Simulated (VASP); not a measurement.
# Quasiparticle energies of SiC in VASP

Aim: the quasiparticle gap of SiC, and what it costs to get it. The cell is of the wurtzite type, one of the forms listed for this formula. The start is a computed cell from the Materials Project.

Main program and level: VASP 6.6.1; PBE; plane waves and PAW (Si_GW, C_GW), in the first sound run; inputs show where later runs differ.

## 1. The starting structure

Symmetry: P6_3mc, No. 186, hexagonal system. The conventional cell has a = 3.074 Å, b = 3.074 Å, c = 5.045 Å, α = 90.00°, β = 90.00°, γ = 120.00°. Nearest to Si lie 4 C at 1.88 to 1.90 Å. Nearest to C lie 4 Si at 1.88 to 1.90 Å. Farther neighbours are not listed.

Coordinates:

```xyz
4
Lattice="3.0735 0.0000 0.0000 -1.5368 2.6617 0.0000 0.0000 0.0000 5.0452" Properties=species:S:1:pos:R:3 pbc="T T T"
Si    0.0000    1.7745    2.5206
Si    1.5368    0.8872    5.0432
C     0.0000    1.7745    4.4166
C     1.5368    0.8872    1.8940
```

## 2. Ground state

The orbitals come from a self-consistent PBE run with a tight EDIFF and a narrow smearing. KPOINTS_OPT adds the bands along a path, which shows whether the mesh holds the band edges.

The input, INCAR:

```
SYSTEM = SiC
PREC = Accurate
ENCUT = 440
EDIFF = 1E-08
NELM = 100
ISMEAR = 0
SIGMA = 0.01
LREAL = .FALSE.
ALGO = Normal
GGA = PE
NBANDS = 14
LORBIT = 11
LWAVE = .TRUE.
LCHARG = .FALSE.
KPAR = 8
```

The input, POSCAR:

```
SiC
1.0
    3.0735139282      0.0000000000      0.0000000000
   -1.5367569641      2.6617411407      0.0000000000
    0.0000000000      0.0000000000      5.0452477100
Si C
2 2
Direct
    0.3333333300      0.6666666700      0.4996024000
    0.6666666700      0.3333333300      0.9996024000
    0.3333333300      0.6666666700      0.8753976000
    0.6666666700      0.3333333300      0.3753976000
```

The input, KPOINTS:

```
Automatic mesh
0
Gamma
6 6 4
0 0 0
```

The input, KPOINTS_OPT:

```
Line mode
12
Line-mode
Reciprocal
  0.00000000   0.00000000   0.00000000 GAMMA
  0.50000000   0.00000000   0.00000000 M

  0.50000000   0.00000000   0.00000000 M
  0.33333333   0.33333333   0.00000000 K

  0.33333333   0.33333333   0.00000000 K
  0.00000000   0.00000000   0.00000000 GAMMA

  0.00000000   0.00000000   0.00000000 GAMMA
  0.00000000   0.00000000   0.50000000 A

  0.00000000   0.00000000   0.50000000 A
  0.50000000   0.00000000   0.50000000 L

  0.50000000   0.00000000   0.50000000 L
  0.33333333   0.33333333   0.50000000 H

  0.33333333   0.33333333   0.50000000 H
  0.00000000   0.00000000   0.50000000 A

  0.50000000   0.00000000   0.50000000 L
  0.50000000   0.00000000   0.00000000 M

  0.33333333   0.33333333   0.00000000 K
  0.33333333   0.33333333   0.50000000 H
```

Potentials, in the order of the species: Si_GW and C_GW (PBE family, release 64).

Launch:

```console
> mpirun -np 8 vasp_std
```

The log of the run:

```text
[banner, memory and clock lines left out]
running    8 mpi-ranks, on    1 nodes
 distrk:  each k-point on    1 cores,    8 groups
 distr:  one band on    1 cores,    1 groups

 POSCAR found type information on POSCAR SiC
 POSCAR found :  2 types and       4 ions
|                                                                             |
|           W    W    AA    RRRRR   N    N  II  N    N   GGGG   !!!           |
|           W    W   A  A   R    R  NN   N  II  NN   N  G    G  !!!           |
|           W    W  A    A  R    R  N N  N  II  N N  N  G       !!!           |
|           W WW W  AAAAAA  RRRRR   N  N N  II  N  N N  G  GGG   !            |
|           WW  WW  A    A  R   R   N   NN  II  N   NN  G    G                |
|           W    W  A    A  R    R  N    N  II  N    N   GGGG   !!!           |
|                                                                             |
|     For optimal performance we recommend to set                             |
|       NCORE = 2 up to number-of-cores-per-socket                            |
|     NCORE specifies how many cores store one orbital (NPAR=cpu/NCORE).      |
|     This setting can greatly improve the performance of VASP for DFT.       |
|     The default, NCORE=1 might be grossly inefficient on modern             |
|     multi-core architectures or massively parallel machines. Do your        |
|     Unfortunately you need to use the default for GW and RPA                |
|     calculations (for HF NCORE is supported but not extensively tested      |
|     yet).                                                                   |
|                                                                             |

 LDA part: xc-table for (Slater+PW92), standard interpolation
 POSCAR, INCAR and KPOINTS ok, starting setup
 FFT: planning ... GRIDC
 FFT: planning ... GRID_SOFT
 FFT: planning ... GRID
 WAVECAR not read
 entering main loop
       N       E                     dE             d eps       ncg     rms          rms(c)
DAV:   1     0.321626109563E+02    0.32163E+02   -0.66424E+03   702   0.922E+02
DAV:   2    -0.307912787713E+02   -0.62954E+02   -0.56591E+02   968   0.209E+02
DAV:   3    -0.337571304773E+02   -0.29659E+01   -0.29433E+01   824   0.396E+01
DAV:   4    -0.338424772312E+02   -0.85347E-01   -0.85285E-01   870   0.846E+00
DAV:   5    -0.338450677173E+02   -0.25905E-02   -0.25903E-02   864   0.134E+00    0.995E+00
DAV:   6    -0.301656011107E+02    0.36795E+01   -0.84867E+00   828   0.233E+01    0.303E+00
DAV:   7    -0.300844841381E+02    0.81117E-01   -0.12251E+00   922   0.800E+00    0.168E+00
DAV:   8    -0.300690900134E+02    0.15394E-01   -0.11543E-01   840   0.324E+00    0.422E-01
DAV:   9    -0.300625741966E+02    0.65158E-02   -0.18396E-02   868   0.110E+00    0.828E-02
DAV:  10    -0.300628198831E+02   -0.24569E-03   -0.32146E-03   942   0.418E-01    0.612E-02
DAV:  11    -0.300627733543E+02    0.46529E-04   -0.29718E-04   816   0.158E-01    0.844E-03
DAV:  12    -0.300627751332E+02   -0.17789E-05   -0.21824E-05   900   0.413E-02    0.218E-03
DAV:  13    -0.300627755081E+02   -0.37498E-06   -0.16702E-06   942   0.105E-02    0.108E-03
DAV:  14    -0.300627754798E+02    0.28373E-07   -0.11886E-07   896   0.305E-03    0.261E-04
DAV:  15    -0.300627754766E+02    0.31471E-08   -0.44390E-09   606   0.682E-04
   1 F= -.30062775E+02 E0= -.30062775E+02  d E =-.208793E-35
 Start KPOINTS_OPT (optional k-point list driver)
k-point batch [1-21\108]
       N       E                     dE             ncg
DAV:   1     0.189635600260E+04   -0.70050E+04      712
DAV:   2     0.716483080282E+03   -0.11799E+04      908
DAV:   3     0.659841419137E+03   -0.56642E+02      840
DAV:   4     0.657558235812E+03   -0.22832E+01      910
DAV:   5     0.657497731050E+03   -0.60505E-01      844
DAV:   6     0.657493094893E+03   -0.46362E-02      984
DAV:   7     0.657493043340E+03   -0.51553E-04      836
DAV:   8     0.657493040289E+03   -0.30510E-05      916
DAV:   9     0.657493040193E+03   -0.95693E-07      792
DAV:  10     0.657493040188E+03   -0.55938E-08      598
[...]
k-point batch [106-108\108]
       N       E                     dE             ncg
DAV:   1     0.114181170427E+05   -0.17496E+04      114
DAV:   2     0.112799827301E+05   -0.13813E+03      144
DAV:   3     0.112750748471E+05   -0.49079E+01      102
DAV:   4     0.112749174880E+05   -0.15736E+00      138
DAV:   5     0.112749144254E+05   -0.30626E-02      102
DAV:   6     0.112749141715E+05   -0.25384E-03      146
DAV:   7     0.112749141689E+05   -0.26450E-05      108
DAV:   8     0.112749141688E+05   -0.14112E-06      138
DAV:   9     0.112749141688E+05   -0.37689E-08      100
 writing wavefunctions
```

Wall time 5.2 s (8 MPI ranks of Intel Xeon 6975P-C (Granite Rapids), shared host); peak memory 1.2 GiB.

Lines that name or quote the potential files are left out of all logs, and their timing lines are given in words.

Parts of OUTCAR (step 2):

```text
ion  position               nearest neighbor table
   1  0.333  0.667  0.500-   4 1.88   4 1.88   4 1.88   3 1.90   2 3.08   2 3.08   2 3.08   2 3.08
                             2 3.08   2 3.08
   2  0.667  0.333  1.000-   3 1.88   3 1.88   3 1.88   4 1.90   1 3.08   1 3.08   1 3.08   1 3.08
                             1 3.08   1 3.08
   3  0.333  0.667  0.875-   2 1.88   2 1.88   2 1.88   1 1.90
   4  0.667  0.333  0.375-   1 1.88   1 1.88   1 1.88   2 1.90

  LATTYP: Found a hexagonal cell.
 ALAT       =     3.0735139282
 C/A-ratio  =     1.6415242709

 Subroutine GETGRP returns: Found 12 space group operations
 (whereof  6 operations were pure point group operations)

The static configuration has the point symmetry C_3v.
 The point group associated with its full space group is C_6v.

 Found     21 irreducible k-points:

   k-points           NKPTS =     21   k-points in BZ     NKDIM =     21   number of bands    NBANDS=     14

   dimension x,y,z NGX =    24 NGY =   24 NGZ =   36
   dimension x,y,z NGXF=    48 NGYF=   48 NGZF=   72

   ENCUT  =  440.0 eV  32.34 Ry    5.69 a.u.   5.26  5.26  8.63*2*pi/ulx,y,z

   NELECT =      16.0000    total number of electrons

 k-points in reciprocal lattice and weights: Automatic mesh
   0.00000000  0.00000000  0.00000000       0.007
   0.16666667  0.00000000  0.00000000       0.042
   0.33333333 -0.00000000  0.00000000       0.042
   0.50000000  0.00000000  0.00000000       0.021
   0.16666667  0.16666667  0.00000000       0.042
   0.33333333  0.16666667  0.00000000       0.083
   0.33333333  0.33333333  0.00000000       0.014
   0.00000000  0.00000000  0.25000000       0.014
   0.16666667  0.00000000  0.25000000       0.083
[...]
0.33333333  0.16666667  0.50000000       0.083
   0.33333333  0.33333333  0.50000000       0.014

 average (electrostatic) potential at core
       1 -64.1399       2 -64.1399       3 -45.0750       4 -45.0750

 E-fermi :   8.0387

 k-point     1 :       0.0000    0.0000    0.0000
  band No.  band energies     occupation
    ...
      4       6.6342      2.00000
      5       6.6342      2.00000
      6       7.8386      2.00000
      7       7.9534      2.00000
      8       7.9534      2.00000
      9      12.7677      0.00000
     10      14.1718      0.00000
     11      14.6255      0.00000
     12      14.6255      0.00000
     13      15.7083      0.00000
    ...

 k-point     2 :       0.1667    0.0000    0.0000
  band No.  band energies     occupation
    ...
      4       4.4567      2.00000
      5       5.9442      2.00000
      6       6.3734      2.00000
      7       7.4786      2.00000
      8       7.6658      2.00000
      9      12.8324      0.00000
     10      14.7248      0.00000
     11      15.0681      0.00000
     12      15.2719      0.00000
     13      15.4125      0.00000
    ...

 k-point     3 :       0.3333   -0.0000    0.0000
  band No.  band energies     occupation
    ...
      4       1.7183      2.00000
      5       3.5751      2.00000
      6       4.9954      2.00000
      7       6.1122      2.00000
      8       7.0413      2.00000
      9      11.3225      0.00000
     10      12.8526      0.00000
     11      15.1580      0.00000
     12      15.4019      0.00000
     13      16.4756      0.00000
    ...

  Total        0.7476015      0.7476015      0.6557165      0.0000000     -0.0000000      0.0000000
  in kB       29.0199878     29.0199878     25.4532461      0.0000000     -0.0000000      0.0000000
  external PRESSURE =      27.8310739 kB  Pullay stress =       0.0000000 kB

  energy-cutoff  :      440.00
  volume of cell :       41.27
      direct lattice vectors                 reciprocal lattice vectors
     3.073513928  0.000000000  0.000000000     0.325360491  0.187846967  0.000000000
    -1.536756964  2.661741141  0.000000000     0.000000000  0.375693934  0.000000000
     0.000000000  0.000000000  5.045247710     0.000000000  0.000000000  0.198206324

 POSITION                                       TOTAL-FORCE (eV/Angst)
 -----------------------------------------------------------------------------------
     -0.00000      1.77449      2.52062        -0.000000      0.000000     -0.004306
      1.53676      0.88725      5.04324        -0.000000     -0.000000     -0.004306
     -0.00000      1.77449      4.41660         0.000000     -0.000000      0.004306
      1.53676      0.88725      1.89397        -0.000000      0.000000      0.004306
 -----------------------------------------------------------------------------------
    total drift:                                0.000001     -0.000000     -0.000188

  FREE ENERGIE OF THE ION-ELECTRON SYSTEM (eV)
  ---------------------------------------------------
  free  energy   TOTEN  =       -30.0627754766 eV

  energy  without entropy=      -30.0627754766  energy(sigma->0) =      -30.06277548

 total charge
# of ion       s       p       d       tot
------------------------------------------
    1        0.689   0.947   0.211   1.847
    2        0.689   0.947   0.211   1.847
    3        0.814   1.684   0.000   2.499
    4        0.814   1.684   0.000   2.499
--------------------------------------------------
tot          3.007   5.262   0.423   8.692

[... 3 further parts left out ...]
```

Numbers from this step:

* free energy (TOTEN): -30.06 eV
* Fermi energy: 8.039 eV
* pressure: 2.783 GPa
* least gap on mesh and path: 2.264 eV
* least direct gap on mesh and path: 3.971 eV

The highest empty bands on the path are converged less tightly, to about 0.1 eV. Electronic bands along the path, in eV, zero at the valence-band top; v1 is the highest filled band, c1 the lowest empty one:

| point | v4 | v3 | v2 | v1 | c1 | c2 | c3 | c4 |
| --- | --- | --- | --- | --- | --- | --- | --- | --- |
| Γ | -1.32 | -0.11 | 0.00 | 0.00 | 4.81 | 6.22 | 6.67 | 6.67 |
| 0.55 of the way | -3.36 | -2.66 | -1.22 | -0.70 | 3.85 | 5.54 | 7.29 | 7.62 |
| M | -5.45 | -3.33 | -3.30 | -1.20 | 2.77 | 4.22 | 6.89 | 7.13 |
| 0.55 of the way | -5.49 | -4.73 | -3.40 | -2.73 | 3.05 | 5.50 | 7.81 | 8.69 |
| K | -6.27 | -4.05 | -4.05 | -3.84 | 2.26 | 8.17 | 8.85 | 8.85 |
| 0.45 of the way | -4.54 | -3.17 | -1.72 | -1.49 | 4.70 | 5.93 | 7.13 | 7.25 |
| Γ | -1.32 | -0.11 | 0.00 | 0.00 | 4.81 | 6.22 | 6.67 | 6.67 |
| 0.45 of the way | -1.18 | -1.18 | -0.19 | -0.19 | 5.05 | 6.77 | 6.77 | 7.08 |
| A | -0.71 | -0.71 | -0.71 | -0.71 | 5.91 | 5.91 | 7.35 | 7.35 |
| 0.45 of the way | -2.91 | -2.91 | -1.60 | -1.60 | 4.72 | 4.72 | 7.55 | 7.55 |
| L | -2.45 | -2.45 | -2.34 | -2.34 | 3.28 | 3.28 | 5.26 | 5.26 |
| 0.45 of the way | -4.05 | -4.05 | -1.95 | -1.95 | 4.17 | 4.17 | 6.22 | 6.22 |
| H | -5.65 | -5.65 | -1.74 | -1.74 | 5.07 | 5.07 | 6.02 | 6.02 |
| 0.45 of the way | -3.24 | -3.24 | -2.52 | -2.52 | 5.08 | 5.08 | 7.49 | 7.49 |
| A | -0.71 | -0.71 | -0.71 | -0.71 | 5.91 | 5.91 | 7.35 | 7.35 |
| jump to L | -2.45 | -2.45 | -2.34 | -2.34 | 3.28 | 3.28 | 5.26 | 5.26 |
| 0.45 of the way | -3.97 | -3.05 | -2.24 | -1.70 | 3.15 | 3.17 | 6.49 | 6.76 |
| M | -5.45 | -3.33 | -3.30 | -1.20 | 2.77 | 4.22 | 6.89 | 7.13 |
| jump to K | -6.27 | -4.05 | -4.05 | -3.84 | 2.26 | 8.17 | 8.85 | 8.85 |
| 0.45 of the way | -6.52 | -4.42 | -2.98 | -2.98 | 3.30 | 6.81 | 6.81 | 7.91 |
| H | -5.65 | -5.65 | -1.74 | -1.74 | 5.07 | 5.07 | 6.02 | 6.02 |

Of the projections kept (Si, C), the largest for each band there; the rest of the weight can lie on other orbitals:

| point | v4 | v3 | v2 | v1 | c1 | c2 | c3 | c4 |
| --- | --- | --- | --- | --- | --- | --- | --- | --- |
| Γ | C 0.65 | C 0.74 | C 0.76 | C 0.76 | Si 0.64 | C 0.67 | Si 1.00 | Si 1.00 |
| M | Si 0.52 | C 0.58 | C 0.54 | C 0.67 | Si 0.86 | C 0.52 | Si 0.56 | Si 0.93 |
| K | Si 0.58 | C 0.54 | C 0.54 | C 0.58 | Si 0.86 | C 0.61 | Si 0.50 | Si 0.50 |
| Γ | C 0.65 | C 0.74 | C 0.76 | C 0.76 | Si 0.64 | C 0.67 | Si 1.00 | Si 1.00 |
| A | C 0.70 | C 0.70 | C 0.70 | C 0.70 | Si 0.68 | Si 0.68 | Si 0.94 | Si 0.94 |
| L | C 0.60 | C 0.60 | C 0.63 | C 0.63 | Si 0.69 | Si 0.69 | Si 0.88 | Si 0.88 |

The electronic bands as a text plot (rows in eV, shown from -8.0 to 5.3 only):

```
    5.0 |+++                 ++++    ++   +   ++++++            +
    4.4 |   + +++++      +             +     +              +
    3.9 |    +    +     +               +   +              +   +
    3.3 |     +    +                     +++             ++
    2.8 |      +++     +                                 + ++ +
    2.2 |           +++                                      +
    1.7 |
    1.1 |
    0.6 |
    0.0 |***                 ****
   -0.5 | ****             **  * ***                   **
   -1.1 |  *******        * * **** ***                **   **
   -1.6 |***             * * *  *     **     *****   *    *     *
   -2.2 | * * *   *     * * *    *      *****     * * *  **    *
   -2.8 |  *** *   *       *         ***** *       ***   * *
   -3.3 |    *******   * *  *                      *      *** *
   -3.9 |           *** * **      *         *     *       *  *
   -4.4 |         * * *  *         ***       *       ****     *
   -5.0 |   * *    *   *  *       *   *          *  *      *   *
   -5.5 |    * *****    **             *      ***  *        *   *
   -6.1 |     ********* *                                      **
   -6.6 |            ***         *                *        ****
   -7.2 |          **  ***      *       *                 *    *
   -7.7 |   *******       *              *   *****       *  *   *
         Γ      M    K        Γ   A       L    H       A|L M|K  H
```

The cell has a gap of 2.26 eV on mesh and path and a pressure of +2.8 GPa, which holds the misfit of the given cell and coordinates with this functional, and any error of cutoff, mesh and data sets.

(Continued in part 2 of 3.)

[Lines on the potential files, build, host, timing and source positions are cut from VASP's logs without a mark.]

[Logs are printed without paths, hosts, clocks, repeated set-up lines and the standing remarks that a program may print on its own settings, such as how far it seeks lower states.]

[Hosts, paths, dates, database ids (printed as entryN), source tags and the programs' standing remarks are cut or masked in the printed files.]

[Pressures printed for these runs are not shown converged in the cutoff: they can be off by several GPa and have the wrong sign.]
